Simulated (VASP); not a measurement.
**Ge$_{2}$W (space group I4/mmm): computed properties**

These are PBEsol GGA, VASP's PBE PAW potentials (set 64) (plane waves; VASP 6.6.1) values and carry that method's errors.

```yaml
space_group: I4/mmm (139)
cell: a = 3.303 Å, b = 3.303 Å, c = 8.196 Å, α = 90.00°, β = 90.00°, γ = 90.00°
volume_per_atom: 14.90 Å^3/atom
band gap (over mesh and band path): none (metal, semimetal or under 0.01 eV)
density: 12.22 g/cm³
```

```yaml
crystal:
  lattice:
    - [-1.65155, 1.65155, 4.09782]
    - [1.65155, -1.65155, 4.09782]
    - [1.65155, 1.65155, -4.09782]
  atoms:
    - { symbol: Ge, position: [0.33722, 0.33722, 0.00000] }
    - { symbol: Ge, position: [0.66278, 0.66278, 0.00000] }
    - { symbol: W, position: [0.00000, 0.00000, 0.00000] }
```

Unless said otherwise, spin-orbit coupling is left out, though it shifts the bands of the heavy elements here.

The structure comes from a measured Ge2W entry (I4/mmm) of the Crystallography Open Database, whose conditions weren't checked. It was relaxed first. Symmetry was kept, so distortions that lower it aren't found.
